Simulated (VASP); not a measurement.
Energy against volume of SiC (wurtzite). Computed with RPBE GGA, VASP's PBE PAW potentials (set 64) (plane waves; VASP). Settings: 520 eV cut-off, 8×8×5 Γ-centred mesh, Gaussian smearing of 0.050 eV, potentials Si C.

Shape and ions are relaxed at each volume.

| V (Å³/atom) | E (eV/atom) |
|---|---|
| 10.001 | -7.13168 |
| 10.320 | -7.15253 |
| 10.639 | -7.15905 |
| 10.958 | -7.15321 |

Problem. Fit these four points and predict the energy of the run at 11.277 Å³/atom.

Solution. A cubic in V^(−2/3), the third-order Birch-Murnaghan form, passes through the four points with V0 = 10.64 Å³/atom and B0 = 207 GPa, and gives -7.1367 eV/atom there. The run gave -7.1367 eV/atom, -0.1 meV/atom from the fit; all five points give B0 = 206 GPa.

The compound is SiC in the wurtzite structure, the rare 2H polytype. It was relaxed first.
